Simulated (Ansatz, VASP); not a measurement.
# Cross-check of HfO2 between VASP and Ansatz, part 2 of 3

Wanted: the spread between two codes on one cell, functional and k mesh. The cell is taken from a series of runs on this material, whose earlier steps may have relaxed, scaled, displaced or heated it; both programs get it as it stands.

VASP 6.6.1 and Ansatz 0.2.0.

So far: Starting point; VASP: zone-centre phonons, LDA.

### 2. VASP: zone-centre phonons, LDA (continued)

Level of this step: LDA; plane waves and PAW (O, Hf_pv) (VASP).

OUTCAR, selected parts (step 2):

```text
ion  position               nearest neighbor table
   1  0.000  0.500  0.699-   5 2.05   5 2.05   6 2.36   6 2.36
   2  0.500  0.000  0.801-   6 2.05   6 2.05   5 2.36   5 2.36
   3  0.500  0.000  0.301-   5 2.05   5 2.05   6 2.36   6 2.36
   4  0.000  0.500  0.199-   6 2.05   6 2.05   5 2.36   5 2.36
   5  0.500  0.500  0.500-   1 2.05   3 2.05   3 2.05   1 2.05   2 2.36   2 2.36   4 2.36   4 2.36
                             6 3.60   6 3.60   6 3.60   6 3.60   6 3.60   6 3.60   6 3.60   6 3.60
   6  0.000  0.000  0.000-   2 2.05   4 2.05   4 2.05   2 2.05   1 2.36   3 2.36   1 2.36   3 2.36
                             5 3.60   5 3.60   5 3.60   5 3.60   5 3.60   5 3.60   5 3.60   5 3.60

  LATTYP: Found a simple tetragonal cell.
 ALAT       =     3.5556156141
 C/A-ratio  =     1.4491012473

 Subroutine GETGRP returns: Found 16 space group operations
 (whereof  8 operations were pure point group operations)

The static configuration has the point symmetry D_2d.
 The point group associated with its full space group is D_4h.

 Found     60 irreducible k-points:

   k-points           NKPTS =     60   k-points in BZ     NKDIM =     60   number of bands    NBANDS=     28

   dimension x,y,z NGX =    28 NGY =   28 NGZ =   42
   dimension x,y,z NGXF=    56 NGYF=   56 NGZF=   84

   ENCUT  =  600.0 eV  44.10 Ry    6.64 a.u.   7.10  7.10 10.29*2*pi/ulx,y,z

   NELECT =      44.0000    total number of electrons

 k-points in reciprocal lattice and weights: Automatic mesh
   0.00000000  0.00000000  0.00000000       0.003
   0.12500000  0.00000000  0.00000000       0.010
   0.25000000  0.00000000  0.00000000       0.010
   0.37500000  0.00000000  0.00000000       0.010
   0.50000000  0.00000000  0.00000000       0.005
   0.12500000  0.12500000  0.00000000       0.010
   0.25000000  0.12500000  0.00000000       0.021
   0.37500000  0.12500000  0.00000000       0.021
   0.50000000  0.12500000  0.00000000       0.010
[...]
0.50000000  0.37500000  0.50000000       0.010
   0.50000000  0.50000000  0.50000000       0.003

 average (electrostatic) potential at core
       1 -70.8567       2 -70.8567       3 -70.8567       4 -70.8567       5 -37.4934
       6 -37.4934

 Eigenvectors and eigenvalues of the dynamical matrix
 ----------------------------------------------------

   1 f  =   19.957140 THz   125.394410 2PiTHz  665.698542 cm-1    82.536063 meV
             X         Y         Z           dx          dy          dz
      0.000000  1.777808  3.603101    -0.661959   -0.011178   -0.000000
      1.777808  0.000000  4.125569     0.661959    0.011178   -0.000000
      1.777808  0.000000  1.549346    -0.031409   -0.235586    0.000000
      0.000000  1.777808  1.026878     0.031409    0.235586    0.000000
      1.777808  1.777808  2.576224     0.067923    0.024173   -0.000000
      0.000000  0.000000  0.000000    -0.067923   -0.024173    0.000000

   2 f  =   19.957140 THz   125.394410 2PiTHz  665.698542 cm-1    82.536063 meV
             X         Y         Z           dx          dy          dz
      0.000000  1.777808  3.603101     0.235586   -0.031409   -0.000000
      1.777808  0.000000  4.125569    -0.235586    0.031409   -0.000000
      1.777808  0.000000  1.549346     0.011178   -0.661959    0.000000
      0.000000  1.777808  1.026878    -0.011178    0.661959    0.000000
      1.777808  1.777808  2.576224    -0.024173    0.067923   -0.000000
      0.000000  0.000000  0.000000     0.024173   -0.067923   -0.000000

   3 f  =   19.515200 THz   122.617618 2PiTHz  650.957006 cm-1    80.708346 meV
             X         Y         Z           dx          dy          dz
      0.000000  1.777808  3.603101    -0.000000   -0.000000    0.500000
      1.777808  0.000000  4.125569     0.000000    0.000000    0.500000
      1.777808  0.000000  1.549346     0.000000   -0.000000   -0.500000
      0.000000  1.777808  1.026878    -0.000000    0.000000   -0.500000
      1.777808  1.777808  2.576224     0.000000   -0.000000   -0.000000
      0.000000  0.000000  0.000000     0.000000   -0.000000   -0.000000

   4 f  =   17.764114 THz   111.615222 2PiTHz  592.547071 cm-1    73.466441 meV
             X         Y         Z           dx          dy          dz
      0.000000  1.777808  3.603101    -0.000000   -0.000000   -0.490378
      1.777808  0.000000  4.125569     0.000000    0.000000    0.490378
      1.777808  0.000000  1.549346     0.000000    0.000000   -0.490378
      0.000000  1.777808  1.026878     0.000000   -0.000000    0.490378
      1.777808  1.777808  2.576224     0.000000   -0.000000    0.138054
      0.000000  0.000000  0.000000    -0.000000   -0.000000   -0.138054

   5 f  =   13.791022 THz    86.651550 2PiTHz  460.018993 cm-1    57.035060 meV
             X         Y         Z           dx          dy          dz
      0.000000  1.777808  3.603101    -0.668335    0.013225    0.000000
      1.777808  0.000000  4.125569    -0.668335    0.013225   -0.000000
      1.777808  0.000000  1.549346     0.072104   -0.122579   -0.000000
      0.000000  1.777808  1.026878     0.072104   -0.122579    0.000000
      1.777808  1.777808  2.576224     0.178486    0.032736    0.000000
      0.000000  0.000000  0.000000     0.178486    0.032736    0.000000

   6 f  =   13.791022 THz    86.651550 2PiTHz  460.018993 cm-1    57.035060 meV
             X         Y         Z           dx          dy          dz
      0.000000  1.777808  3.603101    -0.122579   -0.072104   -0.000000
      1.777808  0.000000  4.125569    -0.122579   -0.072104    0.000000
      1.777808  0.000000  1.549346     0.013225    0.668335    0.000000
      0.000000  1.777808  1.026878     0.013225    0.668335   -0.000000
      1.777808  1.777808  2.576224     0.032736   -0.178486    0.000000
      0.000000  0.000000  0.000000     0.032736   -0.178486   -0.000000

   7 f  =   13.275743 THz    83.413955 2PiTHz  442.831127 cm-1    54.904038 meV
             X         Y         Z           dx          dy          dz
      0.000000  1.777808  3.603101    -0.040080   -0.067491   -0.000000
      1.777808  0.000000  4.125569     0.040080    0.067491   -0.000000
      1.777808  0.000000  1.549346     0.699480    0.003867   -0.000000
      0.000000  1.777808  1.026878    -0.699480   -0.003867    0.000000
      1.777808  1.777808  2.576224    -0.067153    0.006479    0.000000
      0.000000  0.000000  0.000000     0.067153   -0.006479    0.000000

   8 f  =   13.275743 THz    83.413955 2PiTHz  442.831127 cm-1    54.904038 meV
             X         Y         Z           dx          dy          dz
      0.000000  1.777808  3.603101     0.003867   -0.699480   -0.000000
      1.777808  0.000000  4.125569    -0.003867    0.699480    0.000000
      1.777808  0.000000  1.549346    -0.067491    0.040080    0.000000
      0.000000  1.777808  1.026878     0.067491   -0.040080   -0.000000
      1.777808  1.777808  2.576224     0.006479    0.067153    0.000000
      0.000000  0.000000  0.000000    -0.006479   -0.067153    0.000000

   9 f  =    9.415810 THz    59.161276 2PiTHz  314.077599 cm-1    38.940642 meV
             X         Y         Z           dx          dy          dz
      0.000000  1.777808  3.603101     0.000000    0.000000   -0.460383
      1.777808  0.000000  4.125569     0.000000   -0.000000   -0.460383
      1.777808  0.000000  1.549346    -0.000000    0.000000   -0.460383
      0.000000  1.777808  1.026878     0.000000    0.000000   -0.460383
      1.777808  1.777808  2.576224    -0.000000   -0.000000    0.275853
      0.000000  0.000000  0.000000     0.000000    0.000000    0.275853

  10 f  =    9.039279 THz    56.795464 2PiTHz  301.517886 cm-1    37.383437 meV
             X         Y         Z           dx          dy          dz
      0.000000  1.777808  3.603101    -0.000000    0.000000   -0.500000
      1.777808  0.000000  4.125569    -0.000000   -0.000000    0.500000
      1.777808  0.000000  1.549346     0.000000   -0.000000    0.500000
      0.000000  1.777808  1.026878    -0.000000   -0.000000   -0.500000
      1.777808  1.777808  2.576224     0.000000   -0.000000    0.000000
      0.000000  0.000000  0.000000     0.000000   -0.000000   -0.000000

  11 f  =    6.617752 THz    41.580561 2PiTHz  220.744439 cm-1    27.368810 meV
             X         Y         Z           dx          dy          dz
      0.000000  1.777808  3.603101     0.000000    0.000000    0.097619
      1.777808  0.000000  4.125569     0.000000   -0.000000   -0.097619
      1.777808  0.000000  1.549346    -0.000000   -0.000000    0.097619
      0.000000  1.777808  1.026878     0.000000   -0.000000   -0.097619
      1.777808  1.777808  2.576224    -0.000000    0.000000    0.693499
      0.000000  0.000000  0.000000     0.000000   -0.000000   -0.693499

  12 f  =    2.974484 THz    18.689235 2PiTHz   99.218111 cm-1    12.301472 meV
             X         Y         Z           dx          dy          dz
      0.000000  1.777808  3.603101    -0.016301    0.069098   -0.000000
      1.777808  0.000000  4.125569     0.016301   -0.069098    0.000000
      1.777808  0.000000  1.549346    -0.016937    0.066501    0.000000
      0.000000  1.777808  1.026878     0.016937   -0.066501   -0.000000
      1.777808  1.777808  2.576224    -0.166693    0.680047    0.000000
      0.000000  0.000000  0.000000     0.166693   -0.680047    0.000000

  13 f  =    2.974484 THz    18.689235 2PiTHz   99.218111 cm-1    12.301472 meV
             X         Y         Z           dx          dy          dz
      0.000000  1.777808  3.603101    -0.066501   -0.016937   -0.000000
      1.777808  0.000000  4.125569     0.066501    0.016937   -0.000000
      1.777808  0.000000  1.549346    -0.069098   -0.016301   -0.000000
      0.000000  1.777808  1.026878     0.069098    0.016301    0.000000
      1.777808  1.777808  2.576224    -0.680047   -0.166693   -0.000000
      0.000000  0.000000  0.000000     0.680047    0.166693    0.000000
    [... 43 further lines ...]
      1.777808  1.777808  2.576224    -0.498421   -0.420328   -0.000000
      0.000000  0.000000  0.000000    -0.498421   -0.420328   -0.000000

 MACROSCOPIC STATIC DIELECTRIC TENSOR IONIC CONTRIBUTION
 ------------------------------------------------------
         118.589186    -0.000000     0.000000
          -0.000000   118.589186    -0.000000
           0.000000    -0.000000    13.075444
 ------------------------------------------------------

 ELASTIC MODULI CONTR FROM IONIC RELAXATION (kBar)
 Direction    XX          YY          ZZ          XY          YZ          ZX
 --------------------------------------------------------------------------------
 XX        -797.4655    286.7061   -608.4255      0.0000      0.0000     -0.0000
 YY         286.7061   -797.4655   -608.4255      0.0000      0.0000     -0.0000
 ZZ        -608.4255   -608.4255  -1449.5340      0.0000      0.0000     -0.0000
 XY           0.0000      0.0000      0.0000      0.0000      0.0000      0.0000
 YZ           0.0000      0.0000      0.0000      0.0000   -725.6875     -0.0000
 ZX          -0.0000     -0.0000     -0.0000      0.0000     -0.0000   -744.7679
 --------------------------------------------------------------------------------

 PIEZOELECTRIC TENSOR IONIC CONTR  for field in x, y, z        (C/m^2)
          XX          YY          ZZ          XY          YZ          ZX
  --------------------------------------------------------------------------------
  x     0.00000    -0.00000     0.00000     0.00000    -0.00000    -0.00000
  y     0.00000    -0.00000    -0.00000     0.00000     0.00000     0.00000
  z    -0.00000     0.00000     0.00000     0.00000     0.00000    -0.00000
```

Energies printed during the response cycles are not total energies of the cell.

(Continued in part 3 of 3.)

[Lines on the potential files, build, host, timing and source positions are cut from VASP's logs without a mark.]

[Logs are printed without paths, hosts, clocks, repeated set-up lines and the standing remarks that a program may print on its own settings, such as how far it seeks lower states.]

[Hosts, paths, dates, database ids (printed as entryN), source tags and the programs' standing remarks are cut or masked in the printed files.]
